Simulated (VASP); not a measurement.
These are vdW-DF-cx, VASP's PBE PAW potentials (set 64) (plane waves; VASP) values and carry that method's errors.

Input for VASP

### INCAR
```
! general
SYSTEM   = MgS
PREC     = Accurate
ENCUT    = 520
LREAL    = .FALSE.
LASPH    = .TRUE.

! electronic loop
EDIFF    = 1E-7
NELM     = 100
ALGO     = Normal

! smearing
ISMEAR   = 0
SIGMA    = 0.05

! functional
GGA      = CX
LUSE_VDW = .TRUE.
AGGAC    = 0.0

! ions
ISIF     = 2

! output
LWAVE    = .FALSE.
LCHARG   = .FALSE.
```

**POSCAR**
```
MgS
2.5976470
  0.0000000000   0.9999999818   0.9999999818
  0.9999999818   0.0000000000   0.9999999818
  0.9999999818   0.9999999818   0.0000000000
Mg S
1 1
Cart
  0.9999999818   0.9999999818   1.9999999635
  0.9999999818   0.9999999818   0.9999999818
```

### KPOINTS
```
Automatic mesh
0
Gamma
9 9 9
0 0 0
```

POTCAR, in this order: Mg S (PBE.64 set). Program: vasp_std.

What VASP printed:

**OSZICAR**
```
       N       E                     dE             d eps       ncg     rms          rms(c)
DAV:   1     0.244085879414E+02    0.24409E+02   -0.38174E+03   592   0.820E+02
DAV:   2    -0.543198954059E+01   -0.29841E+02   -0.28229E+02   800   0.103E+02
DAV:   3    -0.628333297056E+01   -0.85134E+00   -0.85134E+00   624   0.241E+01
DAV:   4    -0.628744678682E+01   -0.41138E-02   -0.41138E-02   944   0.196E+00
DAV:   5    -0.628745495360E+01   -0.81668E-05   -0.81668E-05   736   0.577E-02    0.448E+00
DAV:   6    -0.595549380955E+01    0.33196E+00   -0.88333E-01   576   0.467E+00    0.353E+00
DAV:   7    -0.592535078865E+01    0.30143E-01   -0.21685E-01   720   0.251E+00    0.233E+00
DAV:   8    -0.592717997294E+01   -0.18292E-02   -0.12399E-02   616   0.104E+00    0.907E-01
DAV:   9    -0.592710482381E+01    0.75149E-04   -0.46389E-04   744   0.188E-01    0.280E-01
DAV:  10    -0.592713440187E+01   -0.29578E-04   -0.12653E-04   752   0.734E-02    0.157E-02
DAV:  11    -0.592713125782E+01    0.31441E-05   -0.19855E-05   704   0.233E-02    0.439E-03
DAV:  12    -0.592713137164E+01   -0.11381E-06   -0.44621E-07   704   0.568E-03    0.980E-04
DAV:  13    -0.592713141671E+01   -0.45071E-07   -0.33614E-08   336   0.128E-03
   1 F= -.59271314E+01 E0= -.59271314E+01  d E =-.572778E-12
```

### OUTCAR
```
------------------------ aborting loop because EDIFF is reached ----------------------------------------
  FORCE on cell =-STRESS in cart. coord.  units (eV):
  Direction    XX          YY          ZZ          XY          YZ          ZX
  --------------------------------------------------------------------------------------
  Total        0.0072862      0.0072862      0.0072862     -0.0000000      0.0000000      0.0000000
  in kB        0.3329975      0.3329975      0.3329975     -0.0000000      0.0000000      0.0000000
  external PRESSURE =       0.3329975 kB  Pullay stress =       0.0000000 kB
  volume of cell :       35.06
      direct lattice vectors                 reciprocal lattice vectors
     0.000000000  2.597646953  2.597646953    -0.192481892  0.192481892  0.192481892
     2.597646953  0.000000000  2.597646953     0.192481892 -0.192481892  0.192481892
     2.597646953  2.597646953  0.000000000     0.192481892  0.192481892 -0.192481892
 POSITION                                       TOTAL-FORCE (eV/Angst)
 -----------------------------------------------------------------------------------
      0.00000      0.00000      0.00000         0.000000      0.000000     -0.000000
      2.59765      2.59765      2.59765        -0.000000     -0.000000      0.000000
 -----------------------------------------------------------------------------------
    total drift:                                0.000000      0.000000      0.000000
  FREE ENERGIE OF THE ION-ELECTRON SYSTEM (eV)
  ---------------------------------------------------
  free  energy   TOTEN  =        -5.9271314167 eV

  energy  without entropy=       -5.9271314167  energy(sigma->0) =       -5.92713142
```
(Selected blocks of OUTCAR.)

The compound is MgS in the rock salt structure. It was relaxed first.
